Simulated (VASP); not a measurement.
Computed with PBE GGA, VASP's PBE PAW potentials (set 64) (plane waves; VASP 6.6.1).

Input for VASP

### INCAR
```
SYSTEM = BN
PREC = Accurate
ENCUT = 520
EDIFF = 1E-7
NELM = 100
ALGO = Normal
LREAL = .FALSE.
LASPH = .TRUE.
ISMEAR = 0
SIGMA = 0.05
GGA = PE
LWAVE = .FALSE.
LCHARG = .FALSE.
ISIF = 4
IBRION = 2
NSW = 30
EDIFFG = -0.01
```

### POSCAR
```
BN
1
    1.2646570067    -2.1904504091     0.0000000000
    1.2646570067     2.1904504091     0.0000000000
    0.0000000000     0.0000000000     4.1827440541
B N
2 2
Direct
  0.6666670000   0.3333330000   0.5002373476
  0.3333330000   0.6666670000   0.0002373476
  0.6666670000   0.3333330000   0.8747626524
  0.3333330000   0.6666670000   0.3747626524
```

File KPOINTS:
```
Automatic mesh
0
gamma
 10 10 5
```

POTCAR, in this order: B N (PBE.64 set). Program: vasp_std.

The resulting files:

### OSZICAR
```
       N       E                     dE             d eps       ncg     rms          rms(c)
DAV:   1     0.510097096949E+02    0.51010E+02   -0.88308E+03  1008   0.130E+03
DAV:   2    -0.343990226268E+02   -0.85409E+02   -0.79057E+02  1416   0.273E+02
DAV:   3    -0.367986766489E+02   -0.23997E+01   -0.23922E+01  1332   0.471E+01
DAV:   4    -0.368119309589E+02   -0.13254E-01   -0.13249E-01  1208   0.363E+00
DAV:   5    -0.368120744486E+02   -0.14349E-03   -0.14346E-03  1308   0.346E-01    0.965E+00
DAV:   6    -0.349920894153E+02    0.18200E+01   -0.47584E+00  1240   0.183E+01    0.467E+00
DAV:   7    -0.348366052504E+02    0.15548E+00   -0.25108E-01  1240   0.492E+00    0.276E+00
DAV:   8    -0.348059024249E+02    0.30703E-01   -0.73974E-02  1120   0.258E+00    0.227E-01
DAV:   9    -0.348051002671E+02    0.80216E-03   -0.21886E-03  1300   0.494E-01    0.128E-01
DAV:  10    -0.348053361976E+02   -0.23593E-03   -0.36568E-04  1208   0.193E-01    0.255E-02
DAV:  11    -0.348053415322E+02   -0.53346E-05   -0.62041E-05  1280   0.693E-02    0.138E-02
DAV:  12    -0.348053424950E+02   -0.96279E-06   -0.87903E-06  1268   0.293E-02    0.207E-03
DAV:  13    -0.348053426246E+02   -0.12963E-06   -0.19217E-07   916   0.505E-03    0.484E-04
DAV:  14    -0.348053426312E+02   -0.65797E-08   -0.13766E-08   724   0.140E-03
   1 F= -.34805343E+02 E0= -.34805343E+02  d E =-.348053E+02
       N       E                     dE             d eps       ncg     rms          rms(c)
DAV:   1    -0.348053328321E+02    0.97926E-05   -0.50273E-03  1144   0.684E-01    0.133E-02
DAV:   2    -0.348053374885E+02   -0.46564E-05   -0.62429E-05  1260   0.781E-02    0.828E-03
DAV:   3    -0.348053364048E+02    0.10837E-05   -0.14588E-06  1272   0.133E-02    0.265E-03
DAV:   4    -0.348053363740E+02    0.30780E-07   -0.52619E-07  1256   0.667E-03
   2 F= -.34805336E+02 E0= -.34805336E+02  d E =0.625719E-05
       N       E                     dE             d eps       ncg     rms          rms(c)
DAV:   1    -0.348053520416E+02   -0.15637E-04   -0.15390E-03  1132   0.378E-01    0.732E-03
DAV:   2    -0.348053534456E+02   -0.14041E-05   -0.18952E-05  1256   0.431E-02    0.456E-03
DAV:   3    -0.348053531652E+02    0.28045E-06   -0.43738E-07  1276   0.724E-03    0.146E-03
DAV:   4    -0.348053531723E+02   -0.70600E-08   -0.14997E-07   932   0.363E-03
   3 F= -.34805353E+02 E0= -.34805353E+02  d E =-.105411E-04
```

File OUTCAR:
```
------------------------ aborting loop because EDIFF is reached ----------------------------------------
  FORCE on cell =-STRESS in cart. coord.  units (eV):
  Direction    XX          YY          ZZ          XY          YZ          ZX
  --------------------------------------------------------------------------------------
  Total        1.7337926      1.7337930      1.7424399     -0.0000000      0.0000000      0.0000000
  in kB      119.8699330    119.8699574    120.4677845     -0.0000000      0.0000000      0.0000000
  external PRESSURE =     120.0692250 kB  Pullay stress =       0.0000000 kB
  volume of cell :       23.17
      direct lattice vectors                 reciprocal lattice vectors
     1.264609439 -2.190368024  0.000000000     0.395378988 -0.228272142 -0.000000000
     1.264609439  2.190368024 -0.000000000     0.395378988  0.228272142  0.000000000
     0.000000000 -0.000000000  4.183058715     0.000000000  0.000000000  0.239059518
  FREE ENERGIE OF THE ION-ELECTRON SYSTEM (eV)
  ---------------------------------------------------
  free  energy   TOTEN  =       -34.8053531723 eV

  energy  without entropy=      -34.8053531723  energy(sigma->0) =      -34.80535317

 reached required accuracy - stopping structural energy minimisation
```
(Selected blocks of OUTCAR.)

File CONTCAR:
```
BN
   1.00000000000000
     1.2646094392115128   -2.1903680238572365    0.0000000000000000
     1.2646094392115128    2.1903680238572365   -0.0000000000000000
     0.0000000000000000   -0.0000000000000000    4.1830587148132103
  B               N
     2     2
Direct
     0.6666669999999968    0.3333330000000032    0.5003149097194677
     0.3333330000000032    0.6666669999999968    0.0003149097194677
     0.6666669999999968    0.3333330000000032    0.8746850902805323
     0.3333330000000032    0.6666669999999968    0.3746850902805323
```

File OUTCAR:
```
 val. band max:        7.8089335163   @ k =   0.0000   0.0000   0.0000

 cond. band min:      13.1549652066   @ k =   0.3000   0.3000   0.0000


 Fermi energy:         8.0221361227

 k-point     1 :       0.0000    0.0000    0.0000
  band No.  band energies     occupation
      1     -12.8288      2.00000
      2      -8.5822      2.00000
      3      -3.3033      2.00000
      4       5.6394      2.00000
      5       5.6394      2.00000
      6       7.5200      2.00000
      7       7.8089      2.00000
      8       7.8089      2.00000
      9      16.2570      0.00000
     10      16.2571      0.00000
     11      16.5353      0.00000
     12      17.5781      0.00000

 k-point     2 :       0.1000    0.0000    0.0000
  band No.  band energies     occupation
      1     -12.6078      2.00000
      2      -8.4125      2.00000
      3      -3.0850      2.00000
      4       4.6568      2.00000
      5       5.2350      2.00000
      6       6.9950      2.00000
      7       7.3020      2.00000
      8       7.5788      2.00000
      9      15.9484      0.00000
     10      16.6919      0.00000
     11      16.8662      0.00000
     12      18.2583      0.00000

 k-point     3 :       0.2000    0.0000    0.0000
  band No.  band energies     occupation
      1     -11.9552      2.00000
      2      -7.9395      2.00000
      3      -2.4424      2.00000
      4       2.4572      2.00000
      5       4.3648      2.00000
      6       5.1044      2.00000
      7       6.6414      2.00000
      8       6.9852      2.00000
      9      15.4413      0.00000
     10      17.2969      0.00000
     11      17.6099      0.00000
     12      18.9886      0.00000

 k-point     4 :       0.3000    0.0000    0.0000
  band No.  band energies     occupation
      1     -10.9107      2.00000
      2      -7.3190      2.00000
      3      -1.4287      2.00000
      4       0.1222      2.00000
      5       2.9154      2.00000
      6       3.5099      2.00000
...
```

The compound is BN in the wurtzite structure, a metastable high-pressure form. This cell is one point of a volume scan, at 0.97 of the reference volume. Symmetry was kept, so distortions that lower it aren't found.
